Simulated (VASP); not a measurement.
Zr (hcp): the bulk modulus from VASP (plane waves, PAW) at several levels of theory. Static lattice, third-order Birch-Murnaghan fit over five volumes.

```tsv
level	bulk modulus (GPa)
LDA	101
PBE	93.7
PBEsol	98.1
RPBE	89.2
AM05	97.2
PBE-D3(BJ)	97.6
PBE-D4	95.3
optB88-vdW	96.0
rev-vdW-DF2	96.8
r2SCAN+rVV10	96.2
```

The cell of the LDA run:

Zr has the hexagonal space group P6₃/mmc (No. 194), the hcp (Mg type) structure, Pearson symbol hP2. Lattice parameters: a = b = 3.145 Å, c = 5.093 Å, α = β = 90.00°, γ = 120.00°. Zr on 2c sees 12 Zr at 3.128–3.145 Å (anticuboctahedral). (Neighbours: up to the widest gap in distance over summed covalent radii, below 1.35, at either atom.)

Only levels that ran to the end are used. Left out are those held back, those with too coarse a band path, GW runs whose mesh misses a band edge, hybrids' fits of cells that aren't cubic and levels without matching references; a question may draw on a part of the rest.

The compound is Zr in the hcp structure.
